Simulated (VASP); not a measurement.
VASP input:

INCAR:
```
SYSTEM = Mg2Ge
PREC = Accurate
ENCUT = 300
EDIFF = 1E-6
NELM = 100
ALGO = Normal
LREAL = .FALSE.
LASPH = .TRUE.
ISMEAR = -1
SIGMA = 0.05
LMAXMIX = 4
LWAVE = .FALSE.
LCHARG = .FALSE.
ISIF = 2
```

File POSCAR:
```
Mg2Ge
1
    0.0000000000     3.1950000000     3.1950000000
    3.1950000000     0.0000000000     3.1950000000
    3.1950000000     3.1950000000     0.0000000000
Mg Ge
2 1
Direct
  0.2500000000   0.2500000000   0.2500000000
  0.7500000000   0.7500000000   0.7500000000
  0.0000000000   0.0000000000   0.0000000000
```

**KPOINTS**
```
Automatic mesh
0
G
  5 5 5
0 0 0
```

POTCAR, in this order: Mg Ge_d (LDA.64 set). Program: vasp_std.

### Question
Translate this LDA calculation to Ansatz.

### Answer
One equivalent input (not run):
Ansatz 0.2 input:
```yaml
crystal:
  lattice:
    - [0.0000000, 3.1950000, 3.1950000]
    - [3.1950000, 0.0000000, 3.1950000]
    - [3.1950000, 3.1950000, 0.0000000]
  atoms:
    - { symbol: Mg, position: [0.2500000, 0.2500000, 0.2500000] }
    - { symbol: Mg, position: [0.7500000, 0.7500000, 0.7500000] }
    - { symbol: Ge, position: [0.0000000, 0.0000000, 0.0000000] }
kpoints:
  mp_grid: { grid: [5, 5, 5] }
hamiltonian:
  xc: lda
  pseudopotentials: { kind: paw }
scf:
  occupations: { method: fermi_dirac, width: 0.05 }
  max_iter: 100
output: { forces: true, stress: true, eigenvalues: true }
```
What does not carry over: each code has its own PAW files, so the cut-off isn't converted (ENCUT is set for VASP's; basis.ecutwfc is left out, and Ansatz then takes the one that its files recommend); Ansatz stops its SCF on the density residual and VASP on the energy change (EDIFF); Ansatz's lda is the Perdew-Wang form, while the LDA potentials of VASP carry Perdew-Zunger's.

The structure is a typed Mg2Ge crystal. The cell was not relaxed at this level.
